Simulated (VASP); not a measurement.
# Ru3Rh (P6_3/mmc) in VASP: single point with LDA

Aim: the single point of Ru3Rh with LDA.

Program: VASP 6.6.1. These are calculated values, not measurements. Logs are shortened: lines on timing, memory, paths and dates and some standing lists are left out, and cuts for length are marked.

## 1. The crystal as given

Symmetry: P6_3/mmc, No. 194, hexagonal system. The conventional cell has a = 5.411 Å, b = 5.411 Å, c = 4.285 Å, α = 90.00°, β = 90.00°, γ = 120.00°. Ru (site symmetry mm2) is surrounded by 8 Ru at 2.65 to 2.71 Å and 4 Rh at 2.65 to 2.71 Å. Rh (site symmetry -6m2) has 12 Ru at 2.65 to 2.71 Å as nearest neighbours.

The cell comes from a database or a generator and needn't be the stable form of this composition.

## 2. Single point, LDA

INCAR

```
PREC = Accurate ; ENCUT = 520
EDIFF = 1E-7 ; ISMEAR = -1
SIGMA = 0.15 ; LREAL = False
LASPH = True ; NELM = 100
ALGO = Fast ; ISIF = 2
LWAVE = False ; LCHARG = False
GGA = CA ; NBANDS = 67
```

KPOINTS

```
Automatic mesh
0
Gamma
  5 5 5
```

POSCAR

```
Ru3Rh
1.0
    5.4113310000      0.0000000000      0.0000000000
   -2.7056650000      4.6863500000      0.0000000000
    0.0000000000      0.0000000000      4.2854160000
Ru Rh
6 2
Direct
    0.1666450000      0.3332890000      0.2500000000
    0.6667110000      0.8333550000      0.2500000000
    0.1666450000      0.8333550000      0.2500000000
    0.8333550000      0.6667110000      0.7500000000
    0.3332890000      0.1666450000      0.7500000000
    0.8333550000      0.1666450000      0.7500000000
    0.3333330000      0.6666670000      0.7500000000
    0.6666670000      0.3333330000      0.2500000000
```

Potentials or basis: VASP PAW LDA potentials, release 64 (Ru_pv, Rh_pv).

On the command line:

```bash
cat potpaw_LDA.64/Ru_pv/POTCAR potpaw_LDA.64/Rh_pv/POTCAR > POTCAR
mpirun -np 1 vasp_std > vasp.out
```

OUTCAR:

```text
PREC = Accurate
   ENCUT = 520
   EDIFF = 1E-7
   ISMEAR = -1
   LREAL = False
   LASPH = True
   NELM = 100
   ISIF = 2
   GGA = CA

 ion  position               nearest neighbor table
   1  0.167  0.333  0.250-   5 2.65   5 2.65   6 2.65   6 2.65   7 2.65   7 2.65   3 2.71   2 2.71
                             8 2.71   8 2.71   3 2.71   2 2.71
   2  0.667  0.833  0.250-   4 2.65   4 2.65   6 2.65   6 2.65   7 2.65   7 2.65   3 2.71   1 2.71
                             8 2.71   8 2.71   3 2.71   1 2.71
   3  0.167  0.833  0.250-   5 2.65   5 2.65   4 2.65   4 2.65   7 2.65   7 2.65   1 2.71   2 2.71
                             8 2.71   8 2.71   1 2.71   2 2.71
   4  0.833  0.667  0.750-   2 2.65   2 2.65   3 2.65   3 2.65   8 2.65   8 2.65   6 2.71   5 2.71
                             7 2.71   7 2.71   6 2.71   5 2.71
   5  0.333  0.167  0.750-   1 2.65   1 2.65   3 2.65   3 2.65   8 2.65   8 2.65   6 2.71   4 2.71
                             7 2.71   7 2.71   6 2.71   4 2.71
   6  0.833  0.167  0.750-   2 2.65   2 2.65   1 2.65   1 2.65   8 2.65   8 2.65   4 2.71   5 2.71
                             7 2.71   7 2.71   4 2.71   5 2.71
   7  0.333  0.667  0.750-   3 2.65   3 2.65   1 2.65   1 2.65   2 2.65   2 2.65   5 2.71   5 2.71
                             4 2.71   4 2.71   6 2.71   6 2.71
   8  0.667  0.333  0.250-   6 2.65   6 2.65   4 2.65   4 2.65   5 2.65   5 2.65   2 2.71   2 2.71
                             1 2.71   1 2.71   3 2.71   3 2.71

  LATTYP: Found a hexagonal cell.
 ALAT       =     5.4113310000
 C/A-ratio  =     0.7919338144

  Lattice vectors:

 A1 = (   5.4113310000,   0.0000000000,   0.0000000000)
 A2 = (  -2.7056650000,   4.6863500000,   0.0000000000)
 A3 = (   0.0000000000,   0.0000000000,   4.2854160000)

Analysis of symmetry for initial positions (statically):
=====================================================================
 Subroutine PRICEL returns:
 Original cell was already a primitive cell.

 Routine SETGRP: Setting up the symmetry group for a
 hexagonal supercell.

 Subroutine GETGRP returns: Found 24 space group operations
 (whereof 12 operations were pure point group operations)
 out of a pool of 24 trial point group operations.

The static configuration has the point symmetry D_3d.
 The point group associated with its full space group is D_6h.

Analysis of symmetry for dynamics (positions and initial velocities):
=====================================================================
 Subroutine PRICEL returns:
 Original cell was already a primitive cell.

 Routine SETGRP: Setting up the symmetry group for a
 hexagonal supercell.

 Subroutine GETGRP returns: Found 24 space group operations
 (whereof 12 operations were pure point group operations)
[... 115 lines left out ...]
   PSTRESS=    0.0 pullay stress
   NELECT =     114.0000    total number of electrons
   NUPDOWN=      -1.0000    fix difference up-down
   EMIN   =  10.00;   EMAX   =-10.00  energy-range for DOS
   EFERMI =   0.00;   METHOD = LEGACY
   ISMEAR =    -1;   SIGMA  =   0.15  broadening in eV -4-tet -1-fermi 0-gaus
   EFERMI_NEDOS =   21; number of points for ismear=-14 and -15
   IALGO  =     68    algorithm
   IMIX   =      4    mixing-type and parameters
     AMIX     =   0.40;   BMIX     =  1.00
     AMIX_MAG =   1.60;   BMIX_MAG =  1.00
  volume/ion in A,a.u.               =      13.58        91.67
  Fermi-wavevector in a.u.,A,eV,Ry     =   1.663410  3.143388 37.646384  2.766931
  Thomas-Fermi vector in A             =   2.750132
   LORBIT       =      0    0 simple, 1 ext, 2 COOP (PROOUT), +10 PAW based schemes
   GGA     = CA    functional components
   LHFCALC =     F    Hartree Fock is set to
   AEXX    =    0.0000 exact exchange contribution
   IVDW    =     0    specifies the selected vdW correction
   LEPSILON=     F    determine dielectric tensor
   LRPA    =     F    only Hartree local field effects (RPA)
 non-spin polarized calculation
 RMM-DIIS sequential band-by-band and
  energy-cutoff  :      520.00
  volume of cell :      108.68
 maximum number of plane-waves:      2958
   NGX = 21   NGY = 21   NGZ = 15

 number of electron     114.0000024 magnetization

 Free energy of the ion-electron system (eV)
  ---------------------------------------------------
  ext. energy  EPLUGINS =         0.00000000
  ---------------------------------------------------
  free energy    TOTEN  =       -81.69710188 eV

  energy without entropy =      -81.16211161  energy(sigma->0) =      -81.42960675

 E-fermi :  12.6205     XC(G=0): -14.3914

 val. band max:       12.6200114046   @ k =   0.2000  -0.0000   0.4000
 cond. band min:      12.6355078341   @ k =   0.4000   0.2000   0.4000
 fundamental gap:      0.0154964294
 Fermi energy:        12.6204571898

 k-point     1 :       0.0000    0.0000    0.0000
  band No.  band energies     occupation
      1     -34.2211      2.00000
      2     -34.2020      2.00000
      3     -34.1609      2.00000
      4     -34.1609      2.00000
      5     -34.1426      2.00000
      6     -34.1426      2.00000
[... 1039 lines left out ...]
     66      13.9985      0.00020
     67      14.7486      0.00000

------------------------ aborting loop because EDIFF is reached ----------------------------------------

  FORCE on cell =-STRESS in cart. coord.  units (eV):
  Direction    XX          YY          ZZ          XY          YZ          ZX
  --------------------------------------------------------------------------------------
  -------------------------------------------------------------------------------------
  Total       -6.6933340     -6.6933336     -7.5847255     -0.0000007     -0.0000000      0.0000000
  in kB      -98.6782114    -98.6782066   -111.8197820     -0.0000105     -0.0000000      0.0000000
  external PRESSURE =    -103.0587334 kB  Pullay stress =       0.0000000 kB

 VOLUME and BASIS-vectors are now :
 -----------------------------------------------------------------------------
  energy-cutoff  :      520.00
  volume of cell :      108.68
      direct lattice vectors                 reciprocal lattice vectors
     5.411331000  0.000000000  0.000000000     0.184797419  0.106692822  0.000000000
    -2.705665000  4.686350000  0.000000000     0.000000000  0.213385684  0.000000000
     0.000000000  0.000000000  4.285416000     0.000000000  0.000000000  0.233349574

 POSITION                                       TOTAL-FORCE (eV/Angst)
 -----------------------------------------------------------------------------------
      0.00000      1.56191      1.07135        -0.000000     -0.083911      0.000000
      1.35301      3.90539      1.07135         0.072669      0.041955      0.000000
     -1.35301      3.90539      1.07135        -0.072669      0.041955      0.000000
      2.70566      3.12444      3.21406         0.000000      0.083911      0.000000
      1.35265      0.78096      3.21406        -0.072669     -0.041955      0.000000
      4.05867      0.78096      3.21406         0.072669     -0.041955      0.000000
     -0.00000      3.12423      3.21406         0.000000      0.000000      0.000000
      2.70567      1.56212      1.07135         0.000000      0.000000      0.000000
 -----------------------------------------------------------------------------------
    total drift:                               -0.003646      0.002105      0.000110

  FREE ENERGIE OF THE ION-ELECTRON SYSTEM (eV)
  ---------------------------------------------------
  free  energy   TOTEN  =       -81.6971018773 eV

  energy  without entropy=      -81.1621116148  energy(sigma->0) =      -81.42960675
```

OSZICAR:

```text
N       E                     dE             d eps       ncg     rms          rms(c)
DAV:   1     0.152833610435E+04    0.15283E+04   -0.69155E+04  2050   0.193E+03
DAV:   2    -0.169030348367E+02   -0.15452E+04   -0.15065E+04  2081   0.611E+02
DAV:   3    -0.850504685137E+02   -0.68147E+02   -0.64192E+02  2431   0.125E+02
[... 11 lines left out ...]
RMM:  15    -0.816971003843E+02   -0.17493E-05   -0.48020E-05  2504   0.206E-02    0.296E-03
RMM:  16    -0.816971014544E+02   -0.10701E-05   -0.12297E-05  2490   0.783E-03    0.215E-03
RMM:  17    -0.816971018074E+02   -0.35299E-06   -0.32548E-06  2008   0.314E-03    0.301E-03
RMM:  18    -0.816971018148E+02   -0.74324E-08   -0.14087E-06  1856   0.313E-03    0.560E-04
RMM:  19    -0.816971018773E+02   -0.62510E-07   -0.67916E-07  1303   0.118E-03
   1 F= -.81697102E+02 E0= -.81429607E+02  d E =-.534990E+00
```

stdout:

```text
POSCAR found type information on POSCAR RuRh
 POSCAR found :  2 types and       8 ions
 scaLAPACK will be used
 LDA part: xc-table for (Slater(with rela. corr.)+CA(PZ))
 , standard interpolation
 POSCAR, INCAR and KPOINTS ok, starting setup
 FFT: planning ... GRIDC
 FFT: planning ... GRID_SOFT
 FFT: planning ... GRID
 WAVECAR not read
 entering main loop
```

Run time: 2.3 min. Hardware: 1 thread of Intel Xeon Platinum 8488C (Sapphire Rapids), shared host; peak memory 0.23 GiB.

Results:

* Free energy: -81.6971 eV
* Pressure: -10.3 GPa
* Largest force: 0.084 eV/Å
* Band gap on the k mesh: none (metal or under the smearing width)

Forces on the atoms (eV/Å):
```
Ru   0.000 -0.084  0.000
Ru   0.073  0.042  0.000
Ru  -0.073  0.042  0.000
Ru   0.000  0.084  0.000
Ru  -0.073 -0.042  0.000
Ru   0.073 -0.042  0.000
Rh   0.000  0.000  0.000
Rh   0.000  0.000  0.000
```
